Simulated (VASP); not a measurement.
Method: PBE GGA with D3 dispersion (Becke-Johnson damping), VASP's PBE PAW potentials (set 64) (plane waves; VASP 6.6.1).

A VASP calculation is set up with these files.

### KPOINTS
```
k-points along high-symmetry lines
15
Line-mode
Reciprocal
  0.000000   0.000000   0.000000 ! GAMMA
  0.000000   0.500000   0.000000 ! X

  0.000000   0.500000   0.000000 ! X
  0.500000   0.500000   0.000000 ! M

  0.500000   0.500000   0.000000 ! M
  0.000000   0.000000   0.000000 ! GAMMA

  0.000000   0.000000   0.000000 ! GAMMA
  0.500000   0.500000   0.500000 ! R

  0.500000   0.500000   0.500000 ! R
  0.000000   0.500000   0.000000 ! X

  0.500000   0.500000   0.500000 ! R
  0.500000   0.500000   0.000000 ! M
```

INCAR:
```
# general
SYSTEM  = KTaO3
PREC    = Accurate
ENCUT   = 520
LREAL   = .FALSE.
LASPH   = .TRUE.
ICHARG  = 11

# electronic loop
EDIFF   = 1E-7
NELM    = 100
ALGO    = Normal
LMAXMIX = 6

# smearing
ISMEAR  = 0
SIGMA   = 0.05

# functional
GGA     = PE
IVDW    = 12

# output
LWAVE   = .FALSE.
LCHARG  = .FALSE.
LORBIT  = 11
```

**POSCAR**
```
KTaO3
4.008240
  1.0000000061   0.0000000000   0.0000000000
  0.0000000000   1.0000000061   0.0000000000
  0.0000000000   0.0000000000   1.0000000061
K Ta O
1 1 3
Cartesian
  0.0000000000   0.0000000000   0.0000000000
  0.5000000031   0.5000000031   0.5000000031
  0.5000000031   0.0000000000   0.5000000031
  0.0000000000   0.5000000031   0.5000000031
  0.5000000031   0.5000000031   0.0000000000
```

POTCAR, in this order: K_sv Ta_pv O (PBE.64 set). Program: vasp_std. Read from the step before: CHGCAR.

What VASP printed:

File OSZICAR:
```
       N       E                     dE             d eps       ncg     rms          rms(c)
DAV:   1     0.324674026578E+03    0.32467E+03   -0.21766E+04  4140   0.169E+03
DAV:   2    -0.207958375670E+02   -0.34547E+03   -0.33994E+03  4955   0.446E+02
DAV:   3    -0.393340899841E+02   -0.18538E+02   -0.18414E+02  5283   0.968E+01
DAV:   4    -0.398674202272E+02   -0.53333E+00   -0.53302E+00  7301   0.145E+01
DAV:   5    -0.398716682542E+02   -0.42480E-02   -0.42478E-02  5358   0.112E+00
DAV:   6    -0.398718323615E+02   -0.16411E-03   -0.16410E-03  6342   0.142E-01
DAV:   7    -0.398718344490E+02   -0.20875E-05   -0.20875E-05  5609   0.177E-02
DAV:   8    -0.398718344822E+02   -0.33114E-07   -0.33132E-07  5158   0.226E-03
   1 F= -.41034431E+02 E0= -.41034431E+02  d E =-.476782E-12
```

### OUTCAR
```
 val. band max:        1.7006308753   @ k =   0.5000   0.5000   0.5000

 cond. band min:       3.8424855487   @ k =   0.0000   0.0000   0.0000



 k-point     1 :       0.0000    0.0000    0.0000
  band No.  band energies     occupation
      1     -32.4918      2.00000
      2     -32.4918      2.00000
      3     -32.4918      2.00000
      4     -25.6352      2.00000
      5     -15.7967      2.00000
      6     -15.0950      2.00000
      7     -15.0950      2.00000
      8      -9.1809      2.00000
      9      -9.1809      2.00000
     10      -9.1809      2.00000
     11      -0.7286      2.00000
     12      -0.7286      2.00000
     13      -0.7286      2.00000
     14       0.6645      2.00000
     15       0.6645      2.00000
     16       0.6645      2.00000
     17       1.0734      2.00000
     18       1.0734      2.00000
     19       1.0734      2.00000
     20       3.8425      0.00000
     21       3.8425      0.00000
     22       3.8425      0.00000
     23       8.2856      0.00000

 k-point     2 :       0.0000    0.0357    0.0000
  band No.  band energies     occupation
      1     -32.4929      2.00000
      2     -32.4918      2.00000
      3     -32.4918      2.00000
      4     -25.6349      2.00000
      5     -15.7922      2.00000
      6     -15.0948      2.00000
      7     -15.0891      2.00000
      8      -9.1804      2.00000
      9      -9.1804      2.00000
     10      -9.1792      2.00000
     11      -0.7580      2.00000
     12      -0.7299      2.00000
     13      -0.7299      2.00000
     14       0.6448      2.00000
     15       0.6448      2.00000
     16       0.6585      2.00000
     17       1.0291      2.00000
     18       1.0627      2.00000
     19       1.0627      2.00000
     20       3.8443      0.00000
     21       3.8860      0.00000
     22       3.8860      0.00000
     23       8.2665      0.00000

 k-point     3 :       0.0000    0.0714    0.0000
  band No.  band energies     occupation
...
```

The density is held fixed in this step, so its total energy and stress have no physical meaning. Unless said otherwise, spin-orbit coupling is left out, though it shifts the bands of the heavy elements here.

The compound is KTaO3 in the cubic perovskite structure. It was relaxed first.
